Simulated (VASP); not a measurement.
Data:

```
CELL_PARAMETERS angstrom
      0.00000     2.06543     2.06543
      2.06543     0.00000     2.06543
      2.06543     2.06543     0.00000
ATOMIC_POSITIONS crystal
  Mg 0.00000 0.00000 0.00000
  O  0.50000 0.50000 0.50000
```

Computed with PBEsol GGA, VASP's PBE PAW potentials (set 64) (plane waves; VASP). Settings: 600 eV cut-off, 10×10×10 Γ-centred mesh, Gaussian smearing of 0.050 eV, potentials Mg O.

Estimate the energy per atom (σ→0), pressure, band gap (on the k-mesh) with the smallest direct gap where there is one.

- band gap (on the k-mesh) = 5.22 eV
- smallest direct gap (on the k-mesh) = 5.22 eV
- energy per atom (σ→0) = -602.2 kJ/mol of atoms
- pressure = 10.04 GPa

The compound is MgO in the rock salt structure. It was relaxed first under an external pressure of 10 GPa.
